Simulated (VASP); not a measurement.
Data:

```
ZrN
1.0
    0.00000     2.23492     2.23492
    2.23492     0.00000     2.23492
    2.23492     2.23492     0.00000
Zr N
1 1
Cartesian
  0.00000   0.00000   0.00000
  2.23492   2.23492   2.23492
```

These are PBE GGA with D3 dispersion (zero damping), VASP's PBE PAW potentials (set 64) (plane waves; VASP) values and carry that method's errors. Numerical set-up: 520 eV cut-off, 14×14×14 Γ-centred mesh, first-order Methfessel-Paxton smearing of 0.10 eV, potentials Zr_sv N.

Q: Estimate the energy per atom (σ→0), pressure, band gap (on the k-mesh) with the smallest direct gap where there is one.

A: 
```json
{
  "band gap (on the k-mesh)": "none (metal, semimetal or under 0.01 eV)",
  "energy per atom (σ→0)": "-10.463 eV/atom",
  "pressure": "18.70 GPa"
}
```

Only differences to runs with the same potentials and settings are physical.

The compound is ZrN in the rock salt structure. This cell is one point of a volume scan, at 0.94 of the reference volume. The electron count is odd and the run is not spin-polarised, which forces a metal.
